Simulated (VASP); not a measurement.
Level of theory: PBE GGA with D3 dispersion (zero damping), VASP's PBE PAW potentials (set 64) (plane waves; VASP).

VASP ran on this input.

**KPOINTS**
```
k-points along high-symmetry lines
15
Line-mode
Reciprocal
  0.000000   0.000000   0.000000 ! GAMMA
  0.000000   0.500000   0.000000 ! X

  0.000000   0.500000   0.000000 ! X
  0.500000   0.500000   0.000000 ! M

  0.500000   0.500000   0.000000 ! M
  0.000000   0.000000   0.000000 ! GAMMA

  0.000000   0.000000   0.000000 ! GAMMA
  0.500000   0.500000   0.500000 ! R

  0.500000   0.500000   0.500000 ! R
  0.000000   0.500000   0.000000 ! X

  0.500000   0.500000   0.500000 ! R
  0.500000   0.500000   0.000000 ! M
```

**INCAR**
```
SYSTEM = CsPbCl3
PREC = Accurate
ENCUT = 520
EDIFF = 1E-7
NELM = 100
ALGO = Normal
LREAL = .FALSE.
LASPH = .TRUE.
ISMEAR = 0
SIGMA = 0.05
GGA = PE
IVDW = 11
LMAXMIX = 4
LWAVE = .FALSE.
LCHARG = .FALSE.
LORBIT = 11
ICHARG = 11
```

### POSCAR
```
CsPbCl3
1
    5.6832187804     0.0000000000     0.0000000000
   -0.0000000000     5.6832187804     0.0000000000
   -0.0000000000    -0.0000000000     5.6832187804
Cs Pb Cl
1 1 3
Direct
  0.0000000000   0.0000000000   0.0000000000
  0.5000000000   0.5000000000   0.5000000000
  0.5000000000   0.0000000000   0.5000000000
  0.0000000000   0.5000000000   0.5000000000
  0.5000000000   0.5000000000   0.0000000000
```

POTCAR, in this order: Cs_sv Pb_d Cl (PBE.64 set). Program: vasp_std. Read from the step before: CHGCAR.

Output

**OSZICAR**
```
       N       E                     dE             d eps       ncg     rms          rms(c)
DAV:   1     0.416124132094E+03    0.41612E+03   -0.19494E+04  4680   0.154E+03
DAV:   2     0.352860624445E+02   -0.38084E+03   -0.37296E+03  5784   0.349E+02
DAV:   3    -0.149043973735E+02   -0.50190E+02   -0.49186E+02  5752   0.135E+02
DAV:   4    -0.170433138706E+02   -0.21389E+01   -0.21326E+01  5996   0.345E+01
DAV:   5    -0.171133142913E+02   -0.70000E-01   -0.69960E-01  6184   0.549E+00
DAV:   6    -0.171158000896E+02   -0.24858E-02   -0.24855E-02  6896   0.112E+00
DAV:   7    -0.171158407025E+02   -0.40613E-04   -0.40610E-04  6240   0.103E-01
DAV:   8    -0.171158412471E+02   -0.54462E-06   -0.54455E-06  6902   0.139E-02
DAV:   9    -0.171158412604E+02   -0.13328E-07   -0.13328E-07  4522   0.142E-03
   1 F= -.18130922E+02 E0= -.18130922E+02  d E =-.537896E-15
```

OUTCAR:
```
 val. band max:        1.2831166309   @ k =   0.5000   0.5000   0.5000

 cond. band min:       3.3996482826   @ k =   0.5000   0.5000   0.5000



 k-point     1 :       0.0000    0.0000    0.0000
  band No.  band energies     occupation
      1     -19.8774      2.00000
      2     -15.3304      2.00000
      3     -15.3304      2.00000
      4     -15.1402      2.00000
      5     -15.1402      2.00000
      6     -15.1402      2.00000
      7     -13.4995      2.00000
      8     -12.7472      2.00000
      9     -12.7472      2.00000
     10      -6.6691      2.00000
     11      -6.6691      2.00000
     12      -6.6691      2.00000
     13      -5.2297      2.00000
     14      -2.9886      2.00000
     15      -2.9886      2.00000
     16      -2.9886      2.00000
     17      -1.0406      2.00000
     18      -1.0406      2.00000
     19      -1.0406      2.00000
     20      -0.9526      2.00000
     21      -0.9526      2.00000
     22      -0.9526      2.00000
     23       4.8292      0.00000
     24       5.8548      0.00000
     25       5.8548      0.00000
     26       6.7541      0.00000

 k-point     2 :       0.0000    0.0357    0.0000
  band No.  band energies     occupation
      1     -19.8774      2.00000
      2     -15.3304      2.00000
      3     -15.3294      2.00000
      4     -15.1402      2.00000
      5     -15.1402      2.00000
      6     -15.1402      2.00000
      7     -13.4982      2.00000
      8     -12.7503      2.00000
      9     -12.7472      2.00000
     10      -6.6689      2.00000
     11      -6.6688      2.00000
     12      -6.6688      2.00000
     13      -5.2474      2.00000
     14      -2.9877      2.00000
     15      -2.9877      2.00000
     16      -2.9594      2.00000
     17      -1.0420      2.00000
     18      -1.0418      2.00000
     19      -1.0418      2.00000
     20      -0.9539      2.00000
     21      -0.9539      2.00000
     22      -0.9532      2.00000
     23       4.8411      0.00000
...
```

The density is held fixed in this step, so its total energy and stress have no physical meaning. Unless said otherwise, spin-orbit coupling is left out, though it shifts the bands of the heavy elements here.

The compound is CsPbCl3 in the cubic perovskite structure, the ideal cubic form; the compound distorts at low or room temperature. It was relaxed first.
